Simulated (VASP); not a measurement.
Method: PBE GGA, VASP's PBE PAW potentials (set 64) (plane waves; VASP).

Input for VASP

KPOINTS:
```
K-points
0
Gamma
  9 9 9
```

INCAR:
```
ALGO=Normal
EDIFF=1E-6
ENCUT=300
GGA=PE
ISIF=2
ISMEAR=0
LASPH=T
LCHARG=F
LMAXMIX=4
LREAL=F
LWAVE=F
NELM=100
PREC=Accurate
SIGMA=0.01
SYSTEM=TePb
```

### POSCAR
```
TePb
1
    0.0000000000     3.2960810000     3.2960810000
    3.2960810000     0.0000000000     3.2960810000
    3.2960810000     3.2960810000     0.0000000000
Te Pb
1 1
Direct
  0.0000000000   0.0000000000   0.0000000000
  0.5000000000   0.5000000000   0.5000000000
```

POTCAR, in this order: Te Pb_d (PBE.64 set). Program: vasp_std.

What VASP printed:

OSZICAR:
```
       N       E                     dE             d eps       ncg     rms          rms(c)
DAV:   1     0.123301836099E+03    0.12330E+03   -0.70120E+03  1004   0.900E+02
DAV:   2     0.863644177622E+00   -0.12244E+03   -0.12035E+03  1064   0.280E+02
DAV:   3    -0.751366201008E+01   -0.83773E+01   -0.82628E+01  1310   0.775E+01
DAV:   4    -0.766548132467E+01   -0.15182E+00   -0.15179E+00  1088   0.135E+01
DAV:   5    -0.767145164729E+01   -0.59703E-02   -0.59703E-02  1328   0.232E+00    0.298E+00
DAV:   6    -0.752281626304E+01    0.14864E+00   -0.36202E-01  1296   0.425E+00    0.179E+00
DAV:   7    -0.751866607440E+01    0.41502E-02   -0.97434E-02  1180   0.161E+00    0.889E-01
DAV:   8    -0.752096438544E+01   -0.22983E-02   -0.11600E-02  1016   0.125E+00    0.140E-01
DAV:   9    -0.752074761873E+01    0.21677E-03   -0.16517E-03  1366   0.453E-01    0.583E-02
DAV:  10    -0.752080994476E+01   -0.62326E-04   -0.17226E-04  1004   0.938E-02    0.223E-02
DAV:  11    -0.752081770023E+01   -0.77555E-05   -0.33353E-05  1174   0.498E-02    0.915E-03
DAV:  12    -0.752081796031E+01   -0.26008E-06   -0.23179E-06  1238   0.165E-02
   1 F= -.75208180E+01 E0= -.75208180E+01  d E =-.311571E-40
```

File OUTCAR:
```
------------------------ aborting loop because EDIFF is reached ----------------------------------------
  FORCE on cell =-STRESS in cart. coord.  units (eV):
  Direction    XX          YY          ZZ          XY          YZ          ZX
  --------------------------------------------------------------------------------------
  Total       -0.3218123     -0.3218123     -0.3218123      0.0000000      0.0000000     -0.0000000
  in kB       -7.1992886     -7.1992886     -7.1992886      0.0000000      0.0000000     -0.0000000
  external PRESSURE =      -7.1992886 kB  Pullay stress =       0.0000000 kB
  volume of cell :       71.62
      direct lattice vectors                 reciprocal lattice vectors
     0.000000000  3.296081000  3.296081000    -0.151695301  0.151695301  0.151695301
     3.296081000  0.000000000  3.296081000     0.151695301 -0.151695301  0.151695301
     3.296081000  3.296081000  0.000000000     0.151695301  0.151695301 -0.151695301
  FREE ENERGIE OF THE ION-ELECTRON SYSTEM (eV)
  ---------------------------------------------------
  free  energy   TOTEN  =        -7.5208179603 eV

  energy  without entropy=       -7.5208179603  energy(sigma->0) =       -7.52081796
```
(Selected blocks of OUTCAR.)

At this cut-off the stress carries a Pulay error, which pulls relaxed volumes low.

The structure comes from a computed database's TePb entry; how it stands against other phases isn't given here. The cell was not relaxed at this level.
